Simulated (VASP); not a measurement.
Method: r2SCAN meta-GGA, VASP's PBE PAW potentials (set 64) (plane waves; VASP).

VASP ran on this input.

KPOINTS:
```
Automatic mesh
0
Gamma
13 13 13
0 0 0
```

INCAR:
```
ENCUT = 400   ! plane-wave cut-off (eV)
LMIXTAU = T
LREAL = F
LWAVE = F
ISIF = 2
LMAXMIX = 4   ! l cut-off of mixed one-centre charges
SYSTEM = TiSi
PREC = Accurate
NEDOS = 601
LASPH = T
NELM = 100
ALGO = Normal
ISMEAR = -5
METAGGA = R2SCAN
LORBIT = 11
LCHARG = F
EDIFF = 1E-7   ! SCF stop (eV)
```

File KPOINTS_OPT:
```
k-points along high-symmetry lines
10
Line-mode
Reciprocal
  0.000000   0.000000   0.000000 ! GAMMA
  0.000000   0.500000   0.000000 ! X

  0.000000   0.500000   0.000000 ! X
  0.500000   0.500000   0.000000 ! M

  0.500000   0.500000   0.000000 ! M
  0.000000   0.000000   0.000000 ! GAMMA

  0.000000   0.000000   0.000000 ! GAMMA
  0.500000   0.500000   0.500000 ! R

  0.500000   0.500000   0.500000 ! R
  0.000000   0.500000   0.000000 ! X

  0.500000   0.500000   0.500000 ! R
  0.500000   0.500000   0.000000 ! M
```

**POSCAR**
```
TiSi
1
    3.1014481123     0.0000000000     0.0000000000
    0.0000000000     3.1014481123     0.0000000000
    0.0000000000     0.0000000000     3.1014481123
Ti Si
1 1
Direct
  0.0000000000   0.0000000000   0.0000000000
  0.5000000000   0.5000000000   0.5000000000
```

POTCAR, in this order: Ti_sv Si (PBE.64 set). Program: vasp_std.

Question: Predict the energy per atom (σ→0), band gap (over mesh and band path).

Answer: 
The energy per atom (σ→0) is -11.082 eV/atom and the band gap (over mesh and band path) is none (metal, semimetal or under 0.01 eV).

### OSZICAR
```
...
DAV:  16    -0.221649507853E+02   -0.16374E-05   -0.35115E-06  2448   0.236E-02    0.316E-03
DAV:  17    -0.221649510572E+02   -0.27191E-06   -0.13699E-06  2152   0.164E-02    0.314E-03
DAV:  18    -0.221649504773E+02    0.57992E-06   -0.26154E-07  2052   0.688E-03    0.771E-04
DAV:  19    -0.221649506589E+02   -0.18163E-06   -0.58124E-08  1072   0.316E-03    0.515E-04
DAV:  20    -0.221649509296E+02   -0.27071E-06   -0.37404E-08  1064   0.235E-03    0.139E-04
DAV:  21    -0.221649508939E+02    0.35705E-07   -0.46205E-09  1048   0.831E-04
   1 F= -.22164951E+02 E0= -.22164951E+02  d E =0.000000E+00
       N       E                     dE             ncg
```

The structure was generated: TiSi was put into the CsCl type type (Pm-3m), which need not be its known phase. It was relaxed first, which changed the volume by -32 %.
